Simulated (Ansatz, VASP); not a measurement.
**Two plane-wave programs on BiAs**

```xyz
2
Lattice="0.0000 2.9123 2.9123 2.9123 0.0000 2.9123 2.9123 2.9123 0.0000" Properties=species:S:1:pos:R:3 pbc="T T T"
Bi    0.0000    0.0000    0.0000
As    2.9123    2.9123    2.9123
```

Change from the starting cell: volume scaled by 0.9, PAW files.

Alike in both runs: task single point; functional PBE; k mesh 13 × 13 × 13; occupations fermi-dirac, width 0.05 eV; no spin polarisation.

|  | VASP | Ansatz |
| --- | --- | --- |
| version | VASP 6.6.1 | Ansatz 0.2.0 |
| potentials or method | VASP PAW PBE potentials, release 64 (Bi_d, As) | PAW with Ansatz's default frozen-core files, scalar-relativistic |
| plane-wave cutoff (eV) | 520 | 420 |
| valence electrons in the cell | 20 | 30 |

```csv
,VASP,Ansatz,Ansatz less VASP
pressure (GPa),8.4,8.4,-0.05
```

The two sets of potentials don't hold the same shells in valence.
